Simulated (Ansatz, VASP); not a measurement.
# Cross-check of TaN between VASP and Ansatz, part 2 of 2

Wanted: the spread between two codes on one cell, functional and k mesh. The cell is taken from a series of runs on this material, whose earlier steps may have relaxed, scaled, displaced or heated it; both programs get it as it stands.

VASP 6.6.1 and Ansatz 0.2.0.

So far: The starting structure; Ansatz: zone-centre phonons, LDA.

## (3) VASP: zone-centre phonons, LDA

Level of this step: LDA; plane waves and PAW (N, Ta_pv) (VASP).

The same cell, functional (in two slightly different forms), mesh and smearing now go to VASP, with its own data sets.

Lines of VASP's logs that name or quote its potential files are left out, and so is its time.

INCAR reads:

```
SYSTEM = TaN
PREC = Accurate
ENCUT = 600
EDIFF = 1E-08
NELM = 120
ISMEAR = 1
SIGMA = 0.2
LREAL = .FALSE.
ALGO = Normal
GGA = PW92
NBANDS = 14
LASPH = .TRUE.
LORBIT = 11
LWAVE = .FALSE.
LCHARG = .FALSE.
ISIF = 2
IBRION = 8
GGA_COMPAT = .FALSE.
KPAR = 2
```

POSCAR reads:

```
TaN
1.0
    2.8645611586      0.0000000000      0.0000000000
   -1.4322805793      2.4807827340      0.0000000000
    0.0000000000      0.0000000000      2.8183909544
N Ta
1 1
Direct
    0.6666666667      0.3333333333      0.0000000000
    0.0000000000      1.0000000000      0.5000000000
```

KPOINTS reads:

```
Automatic mesh
0
Gamma
18 18 16
0 0 0
```

PAW data sets: N and Ta_pv (LDA family, release 64).

Started as:

```sh
mpirun -np 2 vasp_std
```

Numbers of over 12 decimals in the logs are rounded to 6 here.

Log:

```text
[banner, memory and clock lines left out]
running    2 mpi-ranks, on    1 nodes
 distrk:  each k-point on    1 cores,    2 groups
 distr:  one band on    1 cores,    1 groups

 POSCAR found type information on POSCAR N Ta
 POSCAR found :  2 types and       2 ions
|                                                                             |
|               ----> ADVICE to this user running VASP <----                  |
|                                                                             |
|     You enforced a specific xc type in the INCAR file but a different       |
|     [... a line on the potential file left out ...]
|     I HOPE YOU KNOW WHAT YOU ARE DOING!                                     |
|                                                                             |

 LDA part: xc-table for (Slater(with rela. corr.)+PW92), standard interpolation
 POSCAR, INCAR and KPOINTS ok, starting setup
 FFT: planning ... GRIDC
 FFT: planning ... GRID_SOFT
 FFT: planning ... GRID
 WAVECAR not read
 entering main loop
       N       E                     dE             d eps       ncg     rms          rms(c)
DAV:   1     0.100201717344E+03    0.10020E+03   -0.98402E+03  9348   0.134E+03
DAV:   2    -0.240044612728E+02   -0.12421E+03   -0.11784E+03 11364   0.336E+02
DAV:   3    -0.271815752246E+02   -0.31771E+01   -0.31623E+01 10674   0.506E+01
DAV:   4    -0.271952412074E+02   -0.13666E-01   -0.13664E-01 11406   0.367E+00
DAV:   5    -0.271953353934E+02   -0.94186E-04   -0.94186E-04 10932   0.280E-01    0.270E+01
DAV:   6    -0.247929300278E+02    0.24024E+01   -0.44606E+00 10434   0.252E+01    0.116E+01
DAV:   7    -0.247072255755E+02    0.85704E-01   -0.43168E-01 12228   0.573E+00    0.780E+00
DAV:   8    -0.246763738492E+02    0.30852E-01   -0.13453E-01 12210   0.310E+00    0.147E+00
DAV:   9    -0.246706406094E+02    0.57332E-02   -0.12122E-02 10296   0.909E-01    0.165E-01
DAV:  10    -0.246704954969E+02    0.14511E-03   -0.78743E-04 11460   0.327E-01    0.110E-01
DAV:  11    -0.246704553591E+02    0.40138E-04   -0.74684E-05 10638   0.825E-02    0.126E-02
DAV:  12    -0.246704555827E+02   -0.22362E-06   -0.42581E-06 11256   0.194E-02    0.288E-03
DAV:  13    -0.246704555414E+02    0.41235E-07   -0.17584E-07 11634   0.373E-03    0.192E-03
DAV:  14    -0.246704555324E+02    0.90454E-08   -0.20877E-08 10530   0.143E-03
   1 F= -.24670456E+02 E0= -.24670760E+02  d E =0.913473E-03
 Linear response reoptimize wavefunctions to high precision
DAV:   1    -0.246704555322E+02    0.23874E-09   -0.50674E-10  7998   0.245E-04
DAV:   2    -0.246704555322E+02   -0.68212E-12   -0.33958E-11  5964   0.680E-05
 Linear response DOF=           4
 Linear response progress:
  Degree of freedom:   1/  4
       N       E                     dE             d eps       ncg     rms          rms(c)
RMM:   1    -0.230934913761E+00   -0.23093E+00    0.11354E-01 92984   0.292E+00
RMM:   2    -0.224915549458E+00    0.60194E-02   -0.38148E-03 70609   0.489E-01    0.200E-01
RMM:   3    -0.225789246672E+00   -0.87370E-03   -0.75255E-04 67406   0.183E-01    0.109E-01
RMM:   4    -0.227125705631E+00   -0.13365E-02   -0.40161E-04 67752   0.127E-01    0.292E-02
RMM:   5    -0.227198683350E+00   -0.72978E-04   -0.12372E-05 76014   0.267E-02    0.297E-03
RMM:   6    -0.227204911430E+00   -0.62281E-05   -0.11866E-06 74948   0.580E-03    0.679E-04
RMM:   7    -0.227196990280E+00    0.79211E-05   -0.10888E-07 77941   0.165E-03    0.313E-04
RMM:   8    -0.227198259229E+00   -0.12689E-05   -0.44013E-08 77714   0.476E-04    0.806E-05
RMM:   9    -0.227197702902E+00    0.55633E-06   -0.87101E-09 75212   0.173E-04    0.125E-05
RMM:  10    -0.227197601414E+00    0.10149E-06   -0.28201E-08 81423   0.565E-05    0.541E-06
RMM:  11    -0.227197664462E+00   -0.63048E-07   -0.74203E-09 77992   0.246E-05    0.147E-06
RMM:  12    -0.227197677329E+00   -0.12867E-07    0.20185E-09 68926   0.153E-05    0.409E-07
RMM:  13    -0.227197675245E+00    0.20838E-08   -0.46937E-09 41602   0.128E-05    0.131E-07
 first order change of Fermi-energy   0.69594E-05
 force on displaced ion       1 direction 1 : -16.176   0.001   0.000
 Linear response progress:
  Degree of freedom:   2/  4
       N       E                     dE             d eps       ncg     rms          rms(c)
RMM:   1    -0.235398675576E+00   -0.23540E+00    0.15760E-01 31584   0.302E+00
RMM:   2    -0.230208427921E+00    0.51902E-02   -0.43242E-03 25242   0.513E-01    0.169E-01
RMM:   3    -0.231020407669E+00   -0.81198E-03   -0.11131E-03 24004   0.207E-01    0.852E-02
RMM:   4    -0.232384804081E+00   -0.13644E-02   -0.50192E-04 24423   0.138E-01    0.226E-02
RMM:   5    -0.232524116211E+00   -0.13931E-03   -0.13083E-05 26069   0.346E-02    0.445E-03
RMM:   6    -0.232535067671E+00   -0.10951E-04   -0.59492E-08 26416   0.849E-03    0.898E-04
RMM:   7    -0.232525133023E+00    0.99346E-05    0.75540E-08 25472   0.222E-03    0.288E-04
RMM:   8    -0.232526953146E+00   -0.18201E-05    0.34818E-08 27478   0.673E-04    0.794E-05
RMM:   9    -0.232527401177E+00   -0.44803E-06    0.10046E-08 26447   0.200E-04    0.172E-05
RMM:  10    -0.232527239847E+00    0.16133E-06   -0.52149E-09 28468   0.666E-05    0.452E-06
RMM:  11    -0.232527283390E+00   -0.43542E-07    0.30797E-09 26889   0.259E-05    0.835E-07
RMM:  12    -0.232527291620E+00   -0.82297E-08    0.65587E-10 25866   0.145E-05    0.393E-07
 first order change of Fermi-energy   0.16298E-03
 force on displaced ion       1 direction 3 :   0.000   0.000 -18.558
 Linear response progress:
  Degree of freedom:   3/  4
       N       E                     dE             d eps       ncg     rms          rms(c)
RMM:   1    -0.128793540070E+00   -0.12879E+00    0.11511E+01 42166   0.244E+01
RMM:   2    -0.157738907508E+00   -0.28945E-01   -0.25296E-02 63732   0.146E+00    0.193E-01
RMM:   3    -0.156492127080E+00    0.12468E-02   -0.28997E-03 74103   0.359E-01    0.109E-01
RMM:   4    -0.155707789781E+00    0.78434E-03   -0.41952E-04 82152   0.120E-01    0.423E-02
RMM:   5    -0.155410666764E+00    0.29712E-03   -0.72885E-05 81945   0.324E-02    0.734E-03
RMM:   6    -0.155412764159E+00   -0.20974E-05    0.20846E-06 76135   0.128E-02    0.126E-03
RMM:   7    -0.155412134590E+00    0.62957E-06    0.11998E-06 83867   0.391E-03    0.379E-04
RMM:   8    -0.155415207735E+00   -0.30731E-05    0.25940E-07 91204   0.145E-03    0.156E-04
RMM:   9    -0.155416231165E+00   -0.10234E-05    0.25037E-07 78572   0.587E-04    0.330E-05
RMM:  10    -0.155416628918E+00   -0.39775E-06    0.20727E-07 86205   0.268E-04    0.129E-05
RMM:  11    -0.155416675099E+00   -0.46181E-07    0.13953E-07 87703   0.115E-04    0.386E-06
RMM:  12    -0.155416703406E+00   -0.28307E-07    0.80571E-08 87731   0.639E-05    0.182E-06
RMM:  13    -0.155416736764E+00   -0.33358E-07    0.79777E-08 81422   0.399E-05    0.710E-07
RMM:  14    -0.155416744879E+00   -0.81144E-08    0.41462E-08 73638   0.254E-05    0.539E-07
 first order change of Fermi-energy  -0.28665E-04
 force on displaced ion       2 direction 1 : -16.177   0.001   0.000
 Linear response progress:
  Degree of freedom:   4/  4
       N       E                     dE             d eps       ncg     rms          rms(c)
RMM:   1    -0.148269311881E+00   -0.14827E+00    0.10023E+01 14991   0.237E+01
RMM:   2    -0.177028251025E+00   -0.28759E-01   -0.27541E-02 21940   0.147E+00    0.142E-01
RMM:   3    -0.176475691189E+00    0.55256E-03   -0.20610E-03 25906   0.308E-01    0.755E-02
RMM:   4    -0.176058869011E+00    0.41682E-03   -0.18842E-04 27155   0.984E-02    0.229E-02
RMM:   5    -0.175952265842E+00    0.10660E-03   -0.23150E-05 28354   0.270E-02    0.684E-03
RMM:   6    -0.175929910232E+00    0.22356E-04   -0.48373E-06 26407   0.101E-02    0.641E-04
RMM:   7    -0.175931959258E+00   -0.20490E-05   -0.29793E-06 29211   0.300E-03    0.300E-04
RMM:   8    -0.175934948470E+00   -0.29892E-05   -0.18108E-06 28878   0.117E-03    0.469E-05
RMM:   9    -0.175935373974E+00   -0.42550E-06   -0.10857E-06 29707   0.436E-04    0.282E-05
RMM:  10    -0.175935808202E+00   -0.43423E-06   -0.57974E-07 27098   0.249E-04    0.940E-06
RMM:  11    -0.175935806194E+00    0.20082E-08   -0.33644E-07 28967   0.122E-04    0.365E-06
RMM:  12    -0.175935851149E+00   -0.44955E-07   -0.17104E-07 29553   0.726E-05    0.267E-06
RMM:  13    -0.175935873157E+00   -0.22008E-07   -0.11076E-07 28023   0.435E-05    0.239E-06
RMM:  14    -0.175935948615E+00   -0.75457E-07   -0.54720E-08 26411   0.364E-05    0.209E-06
RMM:  15    -0.175935915848E+00    0.32767E-07   -0.37537E-08 25635   0.235E-05    0.597E-07
RMM:  16    -0.175935920103E+00   -0.42549E-08   -0.20091E-08 16981   0.156E-05    0.605E-07
 first order change of Fermi-energy  -0.12573E-02
 force on displaced ion       2 direction 3 :  -0.000   0.000 -18.568
 Linear response finished
```

From OUTCAR (step 3):

```text
ion  position               nearest neighbor table
   1  0.667  0.333  0.000-   2 2.17   2 2.17   2 2.17   2 2.17   2 2.17   2 2.17
   2  0.000  0.000  0.500-   1 2.17   1 2.17   1 2.17   1 2.17   1 2.17   1 2.17

  LATTYP: Found a hexagonal cell.
 ALAT       =     2.8645611586
 C/A-ratio  =     0.9838822767

 Subroutine GETGRP returns: Found 12 space group operations
 (whereof 12 operations were pure point group operations)

The static configuration has the point symmetry D_3h.

 Found    333 irreducible k-points:

   k-points           NKPTS =    333   k-points in BZ     NKDIM =    333   number of bands    NBANDS=     14

   dimension x,y,z NGX =    24 NGY =   24 NGZ =   24
   dimension x,y,z NGXF=    48 NGYF=   48 NGZF=   48

   ENCUT  =  600.0 eV  44.10 Ry    6.64 a.u.   5.72  5.72  5.63*2*pi/ulx,y,z

   NELECT =      16.0000    total number of electrons

 k-points in reciprocal lattice and weights: Automatic mesh
   0.00000000  0.00000000  0.00000000       0.000
   0.05555556  0.00000000  0.00000000       0.001
   0.11111111  0.00000000  0.00000000       0.001
   0.16666667  0.00000000  0.00000000       0.001
   0.22222222  0.00000000  0.00000000       0.001
   0.27777778  0.00000000  0.00000000       0.001
   0.33333333  0.00000000  0.00000000       0.001
   0.38888889 -0.00000000  0.00000000       0.001
   0.44444444  0.00000000  0.00000000       0.001
[...]
0.33333333  0.27777778  0.50000000       0.002
   0.33333333  0.33333333  0.50000000       0.000

 average (electrostatic) potential at core
       1 -60.6732       2 -34.4248

  Total        2.3455108      2.3455108      2.3711566      0.0000000      0.0000000      0.0000000
  in kB      187.6289975    187.6289975    189.6805309      0.0000000      0.0000000      0.0000000
  external PRESSURE =     188.3128420 kB  Pullay stress =       0.0000000 kB

  energy-cutoff  :      600.00
  volume of cell :       20.03
      direct lattice vectors                 reciprocal lattice vectors
     2.864561159  0.000000000  0.000000000     0.349093611  0.201549291  0.000000000
    -1.432280579  2.480782734  0.000000000     0.000000000  0.403098581  0.000000000
     0.000000000  0.000000000  2.818390954     0.000000000  0.000000000  0.354812379

 POSITION                                       TOTAL-FORCE (eV/Angst)
 -----------------------------------------------------------------------------------
      1.43228      0.82693      0.00000         0.000000      0.000000      0.000000
      0.00000      0.00000      1.40920        -0.000000     -0.000000      0.000000
 -----------------------------------------------------------------------------------
    total drift:                               -0.000000      0.000000      0.000000

 Eigenvectors and eigenvalues of the dynamical matrix
 ----------------------------------------------------

   1 f  =   18.682448 THz   117.385281 2PiTHz  623.179375 cm-1    77.264360 meV
             X         Y         Z           dx          dy          dz
      1.432281  0.826928  0.000000     0.000000   -0.000000    0.963403
      0.000000  0.000000  1.409195     0.000000   -0.000000   -0.268058

   2 f  =   17.441792 THz   109.590008 2PiTHz  581.795542 cm-1    72.133421 meV
             X         Y         Z           dx          dy          dz
      1.432281  0.826928  0.000000    -0.963420    0.000000    0.000000
      0.000000  0.000000  1.409195     0.267998   -0.000000    0.000000

   3 f  =   17.441792 THz   109.590008 2PiTHz  581.795541 cm-1    72.133421 meV
             X         Y         Z           dx          dy          dz
      1.432281  0.826928  0.000000     0.000000    0.963420    0.000000
      0.000000  0.000000  1.409195     0.000000   -0.267998    0.000000

   4 f/i=    0.000134 THz     0.000845 2PiTHz    0.004484 cm-1     0.000556 meV
             X         Y         Z           dx          dy          dz
      1.432281  0.826928  0.000000     0.000000   -0.267998    0.000000
      0.000000  0.000000  1.409195     0.000000   -0.963420    0.000000

   5 f/i=    0.000134 THz     0.000845 2PiTHz    0.004484 cm-1     0.000556 meV
             X         Y         Z           dx          dy          dz
      1.432281  0.826928  0.000000    -0.267998    0.000000    0.000000
      0.000000  0.000000  1.409195    -0.963420   -0.000000    0.000000

   6 f/i=    0.001305 THz     0.008203 2PiTHz    0.043546 cm-1     0.005399 meV
             X         Y         Z           dx          dy          dz
      1.432281  0.826928  0.000000    -0.000000    0.000000    0.268058
      0.000000  0.000000  1.409195     0.000000    0.000000    0.963403

 ELASTIC MODULI CONTR FROM IONIC RELAXATION (kBar)
 Direction    XX          YY          ZZ          XY          YZ          ZX
 --------------------------------------------------------------------------------
 XX         -78.4952     78.4952      0.0000      0.0000      0.0000      0.0000
 YY          78.4952    -78.4952      0.0000     -0.0000      0.0000      0.0000
 ZZ           0.0000      0.0000      0.0000      0.0000      0.0000      0.0000
 XY           0.0000     -0.0000      0.0000    -78.4952      0.0000      0.0000
 YZ           0.0000      0.0000      0.0000      0.0000      0.0000      0.0000
 ZX           0.0000      0.0000      0.0000      0.0000      0.0000     -0.0000
 --------------------------------------------------------------------------------
```

## (4) Comparison

Known differences besides the potentials themselves: the data sets hold 18 valence electrons in Ansatz (on its PAW soft_1 files) and 16 in VASP; the cutoff is 420 eV in Ansatz and 600 eV in VASP; VASP's log shows a relativistic correction to its local exchange, Ansatz's none. Total energies have different zeros and are not compared.

Compared:

```csv
quantity,Ansatz,VASP,difference
optical mode 1 to 2 (cm⁻¹),579.1,581.8,-0.47 %
optical mode 3 (cm⁻¹),619.6,623.2,-0.57 %
```

Modes are paired by rising frequency, not by their patterns, so a pair may set unlike modes beside each other; they are those without the splitting of longitudinal modes.

## (5) Summary of results

* r.m.s. difference of the optical zone-centre modes, each program's sorted by frequency (zone-centre phonons, LDA): 3.0 cm⁻¹
* difference in optical mode 3 (zone-centre phonons, LDA): -0.6 %

**Reading.** The r.m.s. difference of the optical zone-centre modes, each program's sorted by frequency is 3.0 cm⁻¹ (zone-centre phonons, LDA). The data sets hold unlike numbers of valence electrons (18 in Ansatz and 16 in VASP), so part of the differences comes from the potentials. Among the rows given in per cent, the largest difference of the zone-centre phonons, LDA pair is in optical mode 3, -0.6 %. How closely two codes agree says nothing of how well the functional describes the real material.

[Lines on the potential files, build, host, timing and source positions are cut from VASP's logs without a mark.]

[Logs are printed without paths, hosts, clocks, repeated set-up lines and the standing remarks that a program may print on its own settings, such as how far it seeks lower states.]

[Hosts, paths, dates, database ids (printed as entryN), source tags and the programs' standing remarks are cut or masked in the printed files.]
